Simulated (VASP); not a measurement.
Here is the system:

```xyz
2
Lattice="0.0000 2.1019 2.1019 2.1019 0.0000 2.1019 2.1019 2.1019 0.0000" Properties=species:S:1:pos:R:3 pbc="T T T"
V      0.0000     0.0000     0.0000
N      2.1019     2.1019     2.1019
```

Calculation: vdW-DF2, VASP's PBE PAW potentials (set 64) (plane waves; VASP 6.6.1). Run with 520 eV cut-off, Gaussian smearing of 0.050 eV, potentials V_sv N.

Question: What does the run give for the band gap (along the path) with the smallest direct gap where there is one?

Answer: 
```json
{
 "band gap (along the path)": "none (metal, semimetal or under 0.01 eV)"
}
```

The absolute energy has meaning only against runs of the same code, potentials and settings.

The compound is VN in the rock salt structure, which distorts at low temperature. It was relaxed first. The run is not spin-polarised, so no magnetic state was tried. VASP warned that the highest band is occupied, so more bands are needed.
